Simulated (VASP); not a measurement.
**BN (Qingsongite): exact exchange and RPA correlation**

Wanted: where the RPA puts the energy minimum of BN (Qingsongite). The scan starts from a database cell, scaled to the smallest volume of the series. The cell is of the zinc-blende type, one of the forms listed for this formula. The start is a cell from a database of measured crystal structures.

Program: VASP 6.6.1. Level of theory: PBE; plane waves and PAW (N_GW, B_GW), in the first sound run; inputs show where later runs differ. Results are calculated unless marked as measured.

This is a report of a sequence of runs, with most program output left out.

## Step 1: Set-up

Symmetry: F-43m, No. 216, cubic system. Conventional cell: a = 3.541 Å, b = 3.541 Å, c = 3.541 Å, α = 90.00°, β = 90.00°, γ = 90.00°. Nearest to N lie 4 B at 1.53 Å. B has 4 N at 1.53 Å nearest. Farther neighbours and most contacts between anions are not listed.

Structure file:

```
N B
1.0
     0.00000    1.77060    1.77060
     1.77060    0.00000    1.77060
     1.77060    1.77060    0.00000
N B
1 1
Direct
  0.75000 0.75000 0.75000
  0.00000 0.00000 0.00000
```

## Step 2: Orbitals, volume ratio 0.94

RPA gives no stress here, so the energy is scanned over volumes, at one cutoff and mesh. Volumes are given as ratios to a reference cell, and this first cell is that cell scaled to 0.94. Each point starts from PBE orbitals, tightly converged.

Input file INCAR:

```
SYSTEM = BN
PREC = Accurate
ENCUT = 570
EDIFF = 1E-08
NELM = 100
ISMEAR = 0
SIGMA = 0.05
LREAL = .FALSE.
ALGO = Normal
GGA = PE
NBANDS = 10
LORBIT = 11
LWAVE = .TRUE.
LCHARG = .FALSE.
KPAR = 8
```

Input file POSCAR:

```
BN
1.0
    0.0000000000      1.7706018915      1.7706018915
    1.7706018915      0.0000000000      1.7706018915
    1.7706018915      1.7706018915      0.0000000000
N B
1 1
Direct
    0.7500000000      0.7500000000      0.7500000000
    0.0000000000      0.0000000000      0.0000000000
```

Input file KPOINTS:

```
Automatic mesh
0
Gamma
6 6 6
0 0 0
```

Potentials, in the order of the species: N_GW and B_GW (PBE family, release 64).

On the command line:

```
$ mpirun -np 8 vasp_std
```

It took 1.2 s on 8 MPI ranks of Intel Xeon 6975P-C (Granite Rapids), shared host; peak memory 0.86 GiB; 5.1 s of CPU time.

The gap is read on the k-mesh alone, so it is an upper bound where the band edges lie off the mesh.

A gap read on the k-mesh alone can miss the band edges.

This step gave:

```
free energy (TOTEN)            : -17.39 eV
Fermi energy                   : 8.540 eV
pressure                       : 29.54 GPa
gap on the k-mesh              : 4.527 eV
least direct gap on the k-mesh : 9.118 eV
```

## Step 3: Exact exchange, volume ratio 0.94

This step: Hartree-Fock energy on PBE orbitals; plane waves and PAW (N_GW, B_GW) (VASP 6.6.1).

The Hartree-Fock energy is evaluated once on these orbitals (ALGO = Eigenval, NELM = 1), without letting them relax. It uses the mesh of the correlation step, and the total energy is their sum.

Input file INCAR:

```
SYSTEM = BN
PREC = Accurate
ENCUT = 570
ISMEAR = 0
SIGMA = 0.05
LREAL = .FALSE.
GGA = PE
NBANDS = 10
ALGO = Eigenval
NELM = 1
LHFCALC = .TRUE.
AEXX = 1
ALDAC = 0
AGGAC = 0
PRECFOCK = Normal
LWAVE = .FALSE.
LCHARG = .FALSE.
```

POSCAR is that of step 2.

KPOINTS is that of step 2.

The WAVECAR or CHGCAR of an earlier step is read.

On the command line:

```
$ mpirun -np 8 vasp_std
```

It took 4.6 s on 8 MPI ranks; peak memory 0.78 GiB.

Numbers from this step:

| Item | Value |
| --- | --- |
| free energy (TOTEN) | -29.53 eV |

The Hartree-Fock energy on these orbitals is -14.7626 eV an atom.

## Step 4: Empty bands, volume ratio 0.94

This step: PBE; plane waves and PAW (N_GW, B_GW) (VASP 6.6.1).

ALGO = Exact makes the empty bands from the converged ground state in one step. LOPTICS writes the k-derivatives of the orbitals (WAVEDER), which give the long-wavelength limit of the screening.

Input file INCAR:

```
SYSTEM = BN
PREC = Accurate
ENCUT = 570
ISMEAR = 0
SIGMA = 0.05
LREAL = .FALSE.
GGA = PE
NBANDS = 344
ALGO = Exact
NELM = 1
LWAVE = .TRUE.
LCHARG = .FALSE.
LOPTICS = .TRUE.
NEDOS = 1000
CSHIFT = 0.1
```

POSCAR is that of step 3.

KPOINTS is that of step 3.

On the command line:

```
$ mpirun -np 8 vasp_std
```

The job ended after 1.6 s (8 MPI ranks; peak memory 0.88 GiB).

WAVECAR now holds 344 bands for 8 electrons. Its independent-particle dielectric tensor has xx, yy, zz = 4.7, 4.7, 4.7 on this mesh, which isn't tested for convergence in mesh or bands and lacks local fields.

## Step 5: RPA correlation, volume ratio 0.94

This step: RPA correlation on PBE orbitals; plane waves and PAW (N_GW, B_GW) (VASP 6.6.1).

The RPA correlation energy follows from the response function on imaginary frequencies; VASP computes it for a row of response cutoffs and extrapolates.

Input file INCAR:

```
SYSTEM = BN
PREC = Accurate
ENCUT = 570
ISMEAR = 0
SIGMA = 0.05
LREAL = .FALSE.
GGA = PE
NBANDS = 344
ALGO = ACFDT
ENCUTGW = 200
NOMEGA = 12
PRECFOCK = Fast
LWAVE = .FALSE.
LCHARG = .FALSE.
```

POSCAR is that of step 4.

KPOINTS is that of step 4.

On the command line:

```
$ mpirun -np 8 vasp_std
```

Elapsed: 16 s, on 8 MPI ranks; peak memory 1.4 GiB.

Numbers from this step:

```yaml
rpa_correlation_energy: -13.31 eV
```

Extrapolated by the program to an infinite response cutoff, the correlation energy is -6.6564 eV an atom. With exact exchange the total is -21.4190 eV an atom.

## Step 6: Comparison: r2SCAN, volume ratio 0.94

This step: r2SCAN; plane waves and PAW (N_GW, B_GW) (VASP 6.6.1).

For comparison the same cell is computed with r2SCAN.

Input file INCAR:

```
SYSTEM = BN
PREC = Accurate
ENCUT = 570
EDIFF = 1E-06
NELM = 100
ISMEAR = 0
SIGMA = 0.05
LREAL = .FALSE.
ALGO = Normal
METAGGA = R2SCAN
LASPH = .TRUE.
NBANDS = 10
LWAVE = .FALSE.
LCHARG = .FALSE.
KPAR = 8
```

POSCAR is that of step 5.

KPOINTS is that of step 5.

On the command line:

```
$ mpirun -np 8 vasp_std
```

Run time: 2.6 s. Hardware: 8 MPI ranks; peak memory 0.8 GiB.

The PAW data sets were made with PBE, which is usual practice but a small mismatch for other functionals.

This step gave:

* free energy (TOTEN): -19.11 eV
* Fermi energy: 8.327 eV
* pressure: 24.99 GPa
* gap on the k-mesh: 5.065 eV
* least direct gap on the k-mesh: 9.843 eV

Its energy is -9.5544 eV an atom, on a zero of its own.

## Step 7: Orbitals for comparison: HSE06, volume ratio 0.94

This step: PBE; plane waves and PAW (N_GW, B_GW) (VASP 6.6.1).

A hybrid converges faster from good orbitals, so a cheap PBE run writes WAVECAR first.

Input file INCAR:

```
SYSTEM = BN
PREC = Accurate
ENCUT = 570
EDIFF = 1E-05
NELM = 100
ISMEAR = 0
SIGMA = 0.05
LREAL = .FALSE.
ALGO = Normal
GGA = PE
NBANDS = 10
LORBIT = 11
LWAVE = .TRUE.
LCHARG = .FALSE.
KPAR = 8
```

POSCAR is that of step 6.

KPOINTS is that of step 6.

On the command line:

```
$ mpirun -np 8 vasp_std
```

It took 1.2 s on 8 MPI ranks; peak memory 0.86 GiB.

Numbers from this step:

| Quantity | Value |
| --- | --- |
| free energy (TOTEN) | -17.39 eV |
| Fermi energy | 8.538 eV |
| pressure | 29.52 GPa |
| gap on the k-mesh | 4.526 eV |
| least direct gap on the k-mesh | 9.118 eV |

The run ends at a pressure of 29.52 GPa.

## Step 8: Comparison: HSE06, volume ratio 0.94

This step: HSE06; plane waves and PAW (N_GW, B_GW) (VASP 6.6.1).

For comparison the same cell is computed with HSE06.

Input file INCAR:

```
SYSTEM = BN
PREC = Accurate
ENCUT = 570
EDIFF = 1E-06
NELM = 100
ISMEAR = 0
SIGMA = 0.05
LREAL = .FALSE.
ALGO = Normal
LHFCALC = .TRUE.
AEXX = 0.25
GGA = PE
HFSCREEN = 0.2
LASPH = .TRUE.
NBANDS = 10
PRECFOCK = Fast
LWAVE = .FALSE.
LCHARG = .FALSE.
KPAR = 8
```

POSCAR is that of step 7.

KPOINTS is that of step 7.

The WAVECAR or CHGCAR of an earlier step is read.

On the command line:

```
$ mpirun -np 8 vasp_std
```

Wall time 7.8 s (8 MPI ranks); peak memory 1.6 GiB; 53 s of CPU time.

This step gave:

* free energy (TOTEN): -20.35 eV
* Fermi energy: 7.629 eV
* gap on the k-mesh: 5.89 eV
* least direct gap on the k-mesh: 10.91 eV

Its energy is -10.1774 eV an atom, on a zero of its own.

## Step 9: Orbitals, volume ratio 0.97

This step: PBE; plane waves and PAW (N_GW, B_GW) (VASP 6.6.1).

The same chain follows at a volume ratio of 0.97.

Input file INCAR:

```
SYSTEM = BN
PREC = Accurate
ENCUT = 570
EDIFF = 1E-08
NELM = 100
ISMEAR = 0
SIGMA = 0.05
LREAL = .FALSE.
ALGO = Normal
GGA = PE
NBANDS = 10
LORBIT = 11
LWAVE = .TRUE.
LCHARG = .FALSE.
KPAR = 8
```

Input file POSCAR:

```
BN
1.0
    0.0000000000      1.7892411759      1.7892411759
    1.7892411759      0.0000000000      1.7892411759
    1.7892411759      1.7892411759      0.0000000000
N B
1 1
Direct
    0.7500000000      0.7500000000      0.7500000000
    0.0000000000      0.0000000000      0.0000000000
```

KPOINTS is that of step 8.

On the command line:

```
$ mpirun -np 8 vasp_std
```

The job ended after 1.4 s (8 MPI ranks; peak memory 0.83 GiB).

The run ends at a pressure of 15.35 GPa.

## Step 10: Exact exchange, volume ratio 0.97

This step: Hartree-Fock energy on PBE orbitals; plane waves and PAW (N_GW, B_GW) (VASP 6.6.1).

Exact exchange at this point.

Input file INCAR:

```
SYSTEM = BN
PREC = Accurate
ENCUT = 570
ISMEAR = 0
SIGMA = 0.05
LREAL = .FALSE.
GGA = PE
NBANDS = 10
ALGO = Eigenval
NELM = 1
LHFCALC = .TRUE.
AEXX = 1
ALDAC = 0
AGGAC = 0
PRECFOCK = Normal
LWAVE = .FALSE.
LCHARG = .FALSE.
```

POSCAR is that of step 9.

KPOINTS is that of step 9.

The run starts from files that an earlier step left in the folder.

On the command line:

```
$ mpirun -np 8 vasp_std
```

Run time: 5.8 s. Hardware: 8 MPI ranks; peak memory 0.78 GiB.

The Hartree-Fock energy on these orbitals is -14.7746 eV an atom.

## Step 11: Empty bands, volume ratio 0.97

This step: PBE; plane waves and PAW (N_GW, B_GW) (VASP 6.6.1).

The empty bands are made again, for the run that follows.

Input file INCAR:

```
SYSTEM = BN
PREC = Accurate
ENCUT = 570
ISMEAR = 0
SIGMA = 0.05
LREAL = .FALSE.
GGA = PE
NBANDS = 360
ALGO = Exact
NELM = 1
LWAVE = .TRUE.
LCHARG = .FALSE.
LOPTICS = .TRUE.
NEDOS = 1000
CSHIFT = 0.1
```

POSCAR is that of step 10.

KPOINTS is that of step 10.

On the command line:

```
$ mpirun -np 8 vasp_std
```

Elapsed: 1.8 s, on 8 MPI ranks; peak memory 0.88 GiB.

WAVECAR now holds 360 bands for 8 electrons.

## Step 12: RPA correlation, volume ratio 0.97

This step: RPA correlation on PBE orbitals; plane waves and PAW (N_GW, B_GW) (VASP 6.6.1).

RPA correlation at this point.

Input file INCAR:

```
SYSTEM = BN
PREC = Accurate
ENCUT = 570
ISMEAR = 0
SIGMA = 0.05
LREAL = .FALSE.
GGA = PE
NBANDS = 360
ALGO = ACFDT
ENCUTGW = 200
NOMEGA = 12
PRECFOCK = Fast
LWAVE = .FALSE.
LCHARG = .FALSE.
```

POSCAR is that of step 11.

KPOINTS is that of step 11.

On the command line:

```
$ mpirun -np 8 vasp_std
```

The job ended after 19 s (8 MPI ranks; peak memory 1.5 GiB; 2.2 min of CPU time).

Extrapolated by the program to an infinite response cutoff, the correlation energy is -6.6714 eV an atom, -15 meV against the point before. With exact exchange the total is -21.4460 eV an atom.

## Step 13: Comparison: r2SCAN, volume ratio 0.97

This step: r2SCAN; plane waves and PAW (N_GW, B_GW) (VASP 6.6.1).

The comparison at this point.

Input file INCAR:

```
SYSTEM = BN
PREC = Accurate
ENCUT = 570
EDIFF = 1E-06
NELM = 100
ISMEAR = 0
SIGMA = 0.05
LREAL = .FALSE.
ALGO = Normal
METAGGA = R2SCAN
LASPH = .TRUE.
NBANDS = 10
LWAVE = .FALSE.
LCHARG = .FALSE.
KPAR = 8
```

POSCAR is that of step 12.

KPOINTS is that of step 12.

On the command line:

```
$ mpirun -np 8 vasp_std
```

It took 2.6 s on 8 MPI ranks; peak memory 0.86 GiB; 14 s of CPU time.

Its energy is -9.5741 eV an atom, on a zero of its own.

## Step 14: Orbitals for comparison: HSE06, volume ratio 0.97

This step: PBE; plane waves and PAW (N_GW, B_GW) (VASP 6.6.1).

Starting orbitals, as before.

Input file INCAR:

```
SYSTEM = BN
PREC = Accurate
ENCUT = 570
EDIFF = 1E-05
NELM = 100
ISMEAR = 0
SIGMA = 0.05
LREAL = .FALSE.
ALGO = Normal
GGA = PE
NBANDS = 10
LORBIT = 11
LWAVE = .TRUE.
LCHARG = .FALSE.
KPAR = 8
```

POSCAR is that of step 13.

KPOINTS is that of step 13.

On the command line:

```
$ mpirun -np 8 vasp_std
```

The job ended after 1 s (8 MPI ranks; peak memory 0.86 GiB; 3.7 s of CPU time).

The run ends at a pressure of 15.32 GPa.

## Step 15: Comparison: HSE06, volume ratio 0.97

This step: HSE06; plane waves and PAW (N_GW, B_GW) (VASP 6.6.1).

Input file INCAR:

```
SYSTEM = BN
PREC = Accurate
ENCUT = 570
EDIFF = 1E-06
NELM = 100
ISMEAR = 0
SIGMA = 0.05
LREAL = .FALSE.
ALGO = Normal
LHFCALC = .TRUE.
AEXX = 0.25
GGA = PE
HFSCREEN = 0.2
LASPH = .TRUE.
NBANDS = 10
PRECFOCK = Fast
LWAVE = .FALSE.
LCHARG = .FALSE.
KPAR = 8
```

POSCAR is that of step 14.

KPOINTS is that of step 14.

The run starts from files that an earlier step left in the folder.

On the command line:

```
$ mpirun -np 8 vasp_std
```

The job ended after 6.4 s (8 MPI ranks; peak memory 1.6 GiB).

Its energy is -10.1916 eV an atom, on a zero of its own.

## Step 16: Orbitals, volume ratio 1

This step: PBE; plane waves and PAW (N_GW, B_GW) (VASP 6.6.1).

The same chain follows at a volume ratio of 1.

Input file INCAR:

```
SYSTEM = BN
PREC = Accurate
ENCUT = 570
EDIFF = 1E-08
NELM = 100
ISMEAR = 0
SIGMA = 0.05
LREAL = .FALSE.
ALGO = Normal
GGA = PE
NBANDS = 10
LORBIT = 11
LWAVE = .TRUE.
LCHARG = .FALSE.
KPAR = 8
```

Input file POSCAR:

```
BN
1.0
    0.0000000000      1.8075000000      1.8075000000
    1.8075000000      0.0000000000      1.8075000000
    1.8075000000      1.8075000000      0.0000000000
N B
1 1
Direct
    0.7500000000      0.7500000000      0.7500000000
    0.0000000000      0.0000000000      0.0000000000
```

KPOINTS is that of step 15.

On the command line:

```
$ mpirun -np 8 vasp_std
```

Wall time 1.2 s (8 MPI ranks); peak memory 0.87 GiB; 4.4 s of CPU time.

The run ends at a pressure of 3.01 GPa.

## Step 17: Exact exchange, volume ratio 1

This step: Hartree-Fock energy on PBE orbitals; plane waves and PAW (N_GW, B_GW) (VASP 6.6.1).

Input file INCAR:

```
SYSTEM = BN
PREC = Accurate
ENCUT = 570
ISMEAR = 0
SIGMA = 0.05
LREAL = .FALSE.
GGA = PE
NBANDS = 10
ALGO = Eigenval
NELM = 1
LHFCALC = .TRUE.
AEXX = 1
ALDAC = 0
AGGAC = 0
PRECFOCK = Normal
LWAVE = .FALSE.
LCHARG = .FALSE.
```

POSCAR is that of step 16.

KPOINTS is that of step 16.

The run starts from files that an earlier step left in the folder.

On the command line:

```
$ mpirun -np 8 vasp_std
```

The job ended after 4.4 s (8 MPI ranks; peak memory 0.77 GiB).

The Hartree-Fock energy on these orbitals is -14.7710 eV an atom.

## Step 18: Empty bands, volume ratio 1

This step: PBE; plane waves and PAW (N_GW, B_GW) (VASP 6.6.1).

Input file INCAR:

```
SYSTEM = BN
PREC = Accurate
ENCUT = 570
ISMEAR = 0
SIGMA = 0.05
LREAL = .FALSE.
GGA = PE
NBANDS = 368
ALGO = Exact
NELM = 1
LWAVE = .TRUE.
LCHARG = .FALSE.
LOPTICS = .TRUE.
NEDOS = 1000
CSHIFT = 0.1
```

POSCAR is that of step 17.

KPOINTS is that of step 17.

On the command line:

```
$ mpirun -np 8 vasp_std
```

It took 1.8 s on 8 MPI ranks; peak memory 0.87 GiB.

WAVECAR now holds 368 bands for 8 electrons.

## Step 19: RPA correlation, volume ratio 1

This step: RPA correlation on PBE orbitals; plane waves and PAW (N_GW, B_GW) (VASP 6.6.1).

Input file INCAR:

```
SYSTEM = BN
PREC = Accurate
ENCUT = 570
ISMEAR = 0
SIGMA = 0.05
LREAL = .FALSE.
GGA = PE
NBANDS = 368
ALGO = ACFDT
ENCUTGW = 200
NOMEGA = 12
PRECFOCK = Fast
LWAVE = .FALSE.
LCHARG = .FALSE.
```

POSCAR is that of step 18.

KPOINTS is that of step 18.

On the command line:

```
$ mpirun -np 8 vasp_std
```

The job ended after 16 s (8 MPI ranks; peak memory 1.5 GiB; 1.9 min of CPU time).

Extrapolated by the program to an infinite response cutoff, the correlation energy is -6.6871 eV an atom, -16 meV against the point before. With exact exchange the total is -21.4581 eV an atom.

## Step 20: Comparison: r2SCAN, volume ratio 1

This step: r2SCAN; plane waves and PAW (N_GW, B_GW) (VASP 6.6.1).

Input file INCAR:

```
SYSTEM = BN
PREC = Accurate
ENCUT = 570
EDIFF = 1E-06
NELM = 100
ISMEAR = 0
SIGMA = 0.05
LREAL = .FALSE.
ALGO = Normal
METAGGA = R2SCAN
LASPH = .TRUE.
NBANDS = 10
LWAVE = .FALSE.
LCHARG = .FALSE.
KPAR = 8
```

POSCAR is that of step 19.

KPOINTS is that of step 19.

On the command line:

```
$ mpirun -np 8 vasp_std
```

The job ended after 2.4 s (8 MPI ranks; peak memory 0.84 GiB).

Its energy is -9.5791 eV an atom, on a zero of its own.

## Step 21: Orbitals for comparison: HSE06, volume ratio 1

This step: PBE; plane waves and PAW (N_GW, B_GW) (VASP 6.6.1).

Input file INCAR:

```
SYSTEM = BN
PREC = Accurate
ENCUT = 570
EDIFF = 1E-05
NELM = 100
ISMEAR = 0
SIGMA = 0.05
LREAL = .FALSE.
ALGO = Normal
GGA = PE
NBANDS = 10
LORBIT = 11
LWAVE = .TRUE.
LCHARG = .FALSE.
KPAR = 8
```

POSCAR is that of step 20.

KPOINTS is that of step 20.

On the command line:

```
$ mpirun -np 8 vasp_std
```

Elapsed: 1 s, on 8 MPI ranks; peak memory 0.85 GiB; 3.4 s of CPU time.

The run ends at a pressure of 2.99 GPa.

## Step 22: Comparison: HSE06, volume ratio 1

This step: HSE06; plane waves and PAW (N_GW, B_GW) (VASP 6.6.1).

Input file INCAR:

```
SYSTEM = BN
PREC = Accurate
ENCUT = 570
EDIFF = 1E-06
NELM = 100
ISMEAR = 0
SIGMA = 0.05
LREAL = .FALSE.
ALGO = Normal
LHFCALC = .TRUE.
AEXX = 0.25
GGA = PE
HFSCREEN = 0.2
LASPH = .TRUE.
NBANDS = 10
PRECFOCK = Fast
LWAVE = .FALSE.
LCHARG = .FALSE.
KPAR = 8
```

POSCAR is that of step 21.

KPOINTS is that of step 21.

The WAVECAR or CHGCAR of an earlier step is read.

On the command line:

```
$ mpirun -np 8 vasp_std
```

Run time: 6.2 s. Hardware: 8 MPI ranks; peak memory 1.6 GiB; 41 s of CPU time.

Its energy is -10.1913 eV an atom, on a zero of its own.

## Step 23: Orbitals, volume ratio 1.03

This step: PBE; plane waves and PAW (N_GW, B_GW) (VASP 6.6.1).

The same chain follows at a volume ratio of 1.03.

Input file INCAR:

```
SYSTEM = BN
PREC = Accurate
ENCUT = 570
EDIFF = 1E-08
NELM = 100
ISMEAR = 0
SIGMA = 0.05
LREAL = .FALSE.
ALGO = Normal
GGA = PE
NBANDS = 10
LORBIT = 11
LWAVE = .TRUE.
LCHARG = .FALSE.
KPAR = 8
```

Input file POSCAR:

```
BN
1.0
    0.0000000000      1.8253972035      1.8253972035
    1.8253972035      0.0000000000      1.8253972035
    1.8253972035      1.8253972035      0.0000000000
N B
1 1
Direct
    0.7500000000      0.7500000000      0.7500000000
    0.0000000000      0.0000000000      0.0000000000
```

KPOINTS is that of step 22.

On the command line:

```
$ mpirun -np 8 vasp_std
```

The job ended after 1.2 s (8 MPI ranks; peak memory 0.89 GiB).

The run ends at a pressure of -7.71 GPa.

## Step 24: Exact exchange, volume ratio 1.03

This step: Hartree-Fock energy on PBE orbitals; plane waves and PAW (N_GW, B_GW) (VASP 6.6.1).

Input file INCAR:

```
SYSTEM = BN
PREC = Accurate
ENCUT = 570
ISMEAR = 0
SIGMA = 0.05
LREAL = .FALSE.
GGA = PE
NBANDS = 10
ALGO = Eigenval
NELM = 1
LHFCALC = .TRUE.
AEXX = 1
ALDAC = 0
AGGAC = 0
PRECFOCK = Normal
LWAVE = .FALSE.
LCHARG = .FALSE.
```

POSCAR is that of step 23.

KPOINTS is that of step 23.

The WAVECAR or CHGCAR of an earlier step is read.

On the command line:

```
$ mpirun -np 8 vasp_std
```

The job ended after 4.4 s (8 MPI ranks; peak memory 0.78 GiB; 28 s of CPU time).

The Hartree-Fock energy on these orbitals is -14.7537 eV an atom.

## Step 25: Empty bands, volume ratio 1.03

This step: PBE; plane waves and PAW (N_GW, B_GW) (VASP 6.6.1).

Input file INCAR:

```
SYSTEM = BN
PREC = Accurate
ENCUT = 570
ISMEAR = 0
SIGMA = 0.05
LREAL = .FALSE.
GGA = PE
NBANDS = 384
ALGO = Exact
NELM = 1
LWAVE = .TRUE.
LCHARG = .FALSE.
LOPTICS = .TRUE.
NEDOS = 1000
CSHIFT = 0.1
```

POSCAR is that of step 24.

KPOINTS is that of step 24.

On the command line:

```
$ mpirun -np 8 vasp_std
```

Wall time 2 s (8 MPI ranks); peak memory 0.87 GiB.

WAVECAR now holds 384 bands for 8 electrons.

## Step 26: RPA correlation, volume ratio 1.03

This step: RPA correlation on PBE orbitals; plane waves and PAW (N_GW, B_GW) (VASP 6.6.1).

Input file INCAR:

```
SYSTEM = BN
PREC = Accurate
ENCUT = 570
ISMEAR = 0
SIGMA = 0.05
LREAL = .FALSE.
GGA = PE
NBANDS = 384
ALGO = ACFDT
ENCUTGW = 200
NOMEGA = 12
PRECFOCK = Fast
LWAVE = .FALSE.
LCHARG = .FALSE.
```

POSCAR is that of step 25.

KPOINTS is that of step 25.

On the command line:

```
$ mpirun -np 8 vasp_std
```

Wall time 17 s (8 MPI ranks); peak memory 1.6 GiB; 2 min of CPU time.

Extrapolated by the program to an infinite response cutoff, the correlation energy is -6.7035 eV an atom, -16 meV against the point before. With exact exchange the total is -21.4572 eV an atom.

(Continued in part 2 of 2.)

[Lines on the potential files, build, host, timing and source positions are cut from VASP's logs without a mark.]

[Logs are printed without paths, hosts, clocks, repeated set-up lines and the standing remarks that a program may print on its own settings, such as how far it seeks lower states.]

[Hosts, paths, dates, database ids (printed as entryN), source tags and the programs' standing remarks are cut or masked in the printed files.]

[Pressures printed for these runs are not shown converged in the cutoff: they can be off by several GPa and have the wrong sign.]
